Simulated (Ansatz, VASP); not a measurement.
# ZnB2: VASP beside Ansatz

```
Zn B
1.0
     0.00000    2.39340    2.39340
     2.39340    0.00000    2.39340
     2.39340    2.39340    0.00000
Zn B
1 2
Direct
  0.00000 0.00000 0.00000
  0.25000 0.25000 0.25000
  0.50000 0.50000 0.50000
```

Change from the starting cell: species swapped into the Cu2Se type (F-43m, No. 216).

Alike in both runs: functional PBE; k mesh 16 × 16 × 16; occupations gaussian, width 0.1 eV; no spin polarisation.

Ansatz relaxed the structure, and its values are those at the end. VASP's run is a single point on that final structure, the one shown.

|  | VASP | Ansatz |
| --- | --- | --- |
| version | VASP 6.6.1 | Ansatz 0.2.0 |
| potentials or method | VASP PAW PBE potentials, release 64 (Zn, B) | scalar-relativistic, plane waves, PAW |
| plane-wave cutoff (eV) | 520 | 420 |
| valence electrons in the cell | 18 | 18 |

|  | VASP | Ansatz | Ansatz less VASP |
| --- | --- | --- | --- |
| gap on the k mesh at the Fermi level (eV) | none | none | - |
| pressure (GPa) | 0.6 | 0.0 | -0.55 |

A gap of «none» marks a metal or a gap that the smearing closes.
